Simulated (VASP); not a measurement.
Consider the following.

```xyz
2
Lattice="0.0000 2.1009 2.1009 2.1009 0.0000 2.1009 2.1009 2.1009 0.0000" Properties=species:S:1:pos:R:3 pbc="T T T"
Ti     0.0000     0.0000     0.0000
N      2.1009     2.1009     2.1009
```

All values below come from AM05 GGA, VASP's PBE PAW potentials (set 64) (plane waves; VASP). Numerical set-up: 520 eV cut-off, 17×17×17 Γ-centred mesh, tetrahedra with Blöchl corrections, potentials Ti_sv N.

Q: What does the run give for the energy per atom (σ→0), band gap (on the k-mesh) with the smallest direct gap where there is one?

A: 
- band gap (on the k-mesh): none (metal, semimetal or under 0.01 eV)
- energy per atom (σ→0): -10.144 eV/atom

Total energies compare only between runs with the same potentials, cut-off and functional.

The compound is TiN in the rock salt structure. It was relaxed first. The electron count is odd and the run is not spin-polarised, which forces a metal.
